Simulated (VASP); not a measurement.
Computed with TPSS meta-GGA, VASP's PBE PAW potentials (set 64) (plane waves; VASP 6.6.1).

VASP ran on this input.

### KPOINTS_OPT
```
k-points along high-symmetry lines
6
Line-mode
Reciprocal
  0.000000   0.000000   0.000000 ! GAMMA
  0.500000   0.000000   0.000000 ! M

  0.500000   0.000000   0.000000 ! M
  0.333333   0.333333   0.000000 ! K

  0.333333   0.333333   0.000000 ! K
  0.000000   0.000000   0.000000 ! GAMMA

  0.000000   0.000000   0.000000 ! GAMMA
  0.000000   0.000000   0.500000 ! A

  0.000000   0.000000   0.500000 ! A
  0.500000   0.000000   0.500000 ! L

  0.500000   0.000000   0.500000 ! L
  0.333333   0.333333   0.500000 ! H

  0.333333   0.333333   0.500000 ! H
  0.000000   0.000000   0.500000 ! A

  0.500000   0.000000   0.500000 ! L
  0.500000   0.000000   0.000000 ! M

  0.333333   0.333333   0.500000 ! H
  0.333333   0.333333   0.000000 ! K
```

### POSCAR
```
Se
4.3654340
  0.5000000325  -0.8660254569   0.0000000000
  0.5000000325   0.8660254569   0.0000000000
  0.0000000000   0.0000000000   1.1619641640
Se
3
Direct
  0.0000000000   0.2273854180   0.6666670000
  0.7726145820   0.7726145820   0.0000000000
  0.2273854180   0.0000000000   0.3333330000
```

KPOINTS:
```
Automatic
0
gamma
  7 7 5
```

INCAR:
```
ISIF = 2   ! forces and stress, cell fixed
NEDOS = 601
LWAVE = .FALSE.
LORBIT = 11   ! lm-projected
METAGGA = TPSS
LASPH = .TRUE.   ! aspherical one-centre terms
NELM = 100
LCHARG = .FALSE.
ENCUT = 520   ! plane-wave cut-off (eV)
EDIFF = 1E-7
LEFG = .TRUE.
LMAXMIX = 4   ! l cut-off of mixed one-centre charges
ALGO = Normal
PREC = Accurate
LREAL = .FALSE.
SYSTEM = Se
LMIXTAU = .TRUE.
ISMEAR = -5   ! tetrahedra, Bloechl
```

POTCAR, in this order: Se (PBE.64 set). Program: vasp_std.

Output

OSZICAR:
```
       N       E                     dE             d eps       ncg     rms          rms(c)
DAV:   1     0.620110645163E+02    0.62011E+02   -0.73261E+03   832   0.116E+03
DAV:   2    -0.290718809007E+02   -0.91083E+02   -0.87579E+02  1148   0.180E+02
DAV:   3    -0.351625842939E+02   -0.60907E+01   -0.60572E+01  1017   0.545E+01
DAV:   4    -0.352177959931E+02   -0.55212E-01   -0.55163E-01   942   0.607E+00
DAV:   5    -0.352182354260E+02   -0.43943E-03   -0.43941E-03  1062   0.543E-01    0.686E+00
DAV:   6    -0.350877028720E+02    0.13053E+00   -0.51138E+00   832   0.271E+01    0.363E+00
DAV:   7    -0.349050599905E+02    0.18264E+00   -0.51405E-01   902   0.778E+00    0.130E+00
DAV:   8    -0.339290500525E+02    0.97601E+00   -0.96017E-01   832   0.118E+01    0.109E+00
DAV:   9    -0.350412025347E+02   -0.11122E+01   -0.68149E-01   832   0.969E+00    0.361E-01
DAV:  10    -0.350419947242E+02   -0.79219E-03   -0.13236E-02   977   0.939E-01    0.117E-01
DAV:  11    -0.350450242633E+02   -0.30295E-02   -0.15152E-03   902   0.397E-01    0.929E-02
DAV:  12    -0.350454226055E+02   -0.39834E-03   -0.19283E-03   852   0.333E-01    0.762E-02
DAV:  13    -0.350453546158E+02    0.67990E-04   -0.24453E-04   937   0.135E-01    0.301E-02
DAV:  14    -0.350454284917E+02   -0.73876E-04   -0.25128E-05   957   0.454E-02    0.203E-02
DAV:  15    -0.350454436352E+02   -0.15143E-04   -0.49106E-05   852   0.587E-02    0.727E-03
DAV:  16    -0.350454648913E+02   -0.21256E-04   -0.16689E-05   937   0.464E-02    0.606E-03
DAV:  17    -0.350454707830E+02   -0.58916E-05   -0.36658E-06   852   0.178E-02    0.209E-03
DAV:  18    -0.350454706846E+02    0.98379E-07   -0.79384E-07  1027   0.743E-03
   1 F= -.35045471E+02 E0= -.35045471E+02  d E =0.000000E+00
       N       E                     dE             ncg
       N       E                     dE             ncg
```

### OUTCAR
```
------------------------ aborting loop because EDIFF is reached ----------------------------------------
  FORCE on cell =-STRESS in cart. coord.  units (eV):
  Direction    XX          YY          ZZ          XY          YZ          ZX
  --------------------------------------------------------------------------------------
  Total        0.0119147      0.0119147     -0.0160687      0.0000000     -0.0000000      0.0000000
  in kB        0.2280286      0.2280286     -0.3075289      0.0000000     -0.0000000      0.0000000
  external PRESSURE =       0.0495095 kB  Pullay stress =       0.0000000 kB
  volume of cell :       83.72
      direct lattice vectors                 reciprocal lattice vectors
     2.182717142 -3.780576974  0.000000000     0.229072284 -0.132254945  0.000000000
     2.182717142  3.780576974  0.000000000     0.229072284  0.132254945  0.000000000
     0.000000000  0.000000000  5.072477868     0.000000000  0.000000000  0.197142309
 POSITION                                       TOTAL-FORCE (eV/Angst)
 -----------------------------------------------------------------------------------
      0.49632      0.85965      3.38165         0.003792      0.006569     -0.000000
      3.37280      0.00000      0.00000        -0.007585      0.000000     -0.000000
      0.49632     -0.85965      1.69082         0.003792     -0.006569      0.000000
 -----------------------------------------------------------------------------------
    total drift:                               -0.000208     -0.000441      0.000008
  FREE ENERGIE OF THE ION-ELECTRON SYSTEM (eV)
  ---------------------------------------------------
  free  energy   TOTEN  =       -35.0454706846 eV

  energy  without entropy=      -35.0454706846  energy(sigma->0) =      -35.04547068

 total charge

# of ion       s       p       d       tot
------------------------------------------
    1        1.504   2.163   0.051   3.718
    2        1.504   2.163   0.051   3.718
    3        1.504   2.163   0.051   3.718
--------------------------------------------------
tot          4.513   6.489   0.152  11.154

 Electric field gradients after diagonalization (V/A^2)
 (convention: |V_zz| > |V_xx| > |V_yy|)
----------------------------------------------------------------------
 ion       V_xx      V_yy      V_zz     asymmetry (V_yy - V_xx)/ V_zz
----------------------------------------------------------------------
   1     346.651   176.292  -522.943       0.326
   2     346.651   176.292  -522.943       0.326
   3     346.651   176.292  -522.943       0.326
```
(Selected blocks of OUTCAR.)

Without a dispersion term in the relaxation, distances and binding between the weakly bound layers, chains or molecules are unreliable, and so is what depends on them.

The compound is Se in the trig structure. It was relaxed first.
